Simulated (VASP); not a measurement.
Calculation: PBE GGA, VASP's PBE PAW potentials (set 64) (plane waves; VASP).

VASP ran on this input.

**INCAR**
```
# general
SYSTEM =FePt
PREC   =Low
ENCUT  =400
LREAL  =F
LASPH  =T

# electronic loop
EDIFF  =1E-6
NELM   =100
ALGO   =Normal
LMAXMIX=6

# smearing
ISMEAR =1
SIGMA  =0.1

# functional
GGA    =PE

# spin
ISPIN  =2
MAGMOM =3.0 0.0

# ions
ISIF   =2

# output
LWAVE  =F
LCHARG =F
LORBIT =10
```

POSCAR:
```
FePt
1
    2.7274710000     0.0000000000     0.0000000000
    0.0000000000     2.7940870000     0.0000000000
    0.0000000000     0.0000000000     3.6769520000
Fe Pt
1 1
Direct
  0.0000000000   0.0000000000   0.0000000000
  0.5282590000   0.5000000000   0.5000000000
```

### KPOINTS
```
Automatic mesh
0
Gamma
12 12 9
0 0 0
```

POTCAR, in this order: Fe Pt (PBE.64 set). Program: vasp_std.

Unless said otherwise, spin-orbit coupling is left out, though it shifts the bands of the heavy elements here.

**Question.** Predict the energy per atom (σ→0), cell moment, largest force, band gap (on the k-mesh).

**Answer.** 
The energy per atom (σ→0) is -7.388 eV/atom and the cell moment is 3.35 μB. The band gap (on the k-mesh) is none (metal, semimetal or under 0.01 eV). The largest force is 0.320 eV/Å.

OSZICAR:
```
...
DAV:   9    -0.147870712841E+02    0.77743E-01   -0.12115E-01 21515   0.736E+00    0.181E+00
DAV:  10    -0.147782451065E+02    0.88262E-02   -0.41998E-02 22489   0.399E+00    0.711E-01
DAV:  11    -0.147769068305E+02    0.13383E-02   -0.44725E-03 21656   0.126E+00    0.268E-01
DAV:  12    -0.147767695826E+02    0.13725E-03   -0.41642E-04 19552   0.283E-01    0.853E-02
DAV:  13    -0.147767660320E+02    0.35506E-05   -0.38072E-05 19205   0.122E-01    0.394E-02
DAV:  14    -0.147767642484E+02    0.17836E-05   -0.80223E-06 19245   0.577E-02    0.149E-02
DAV:  15    -0.147767650367E+02   -0.78833E-06   -0.24383E-06 12721   0.313E-02
   1 F= -.14776765E+02 E0= -.14776508E+02  d E =-.769781E-03  mag=     3.3485
```

The compound is FePt in the L1_0 structure. The cell was not relaxed at this level, atoms are displaced from their ideal sites. The run is one of a series of settings (PREC = Low against the base run), some of them coarse on purpose.
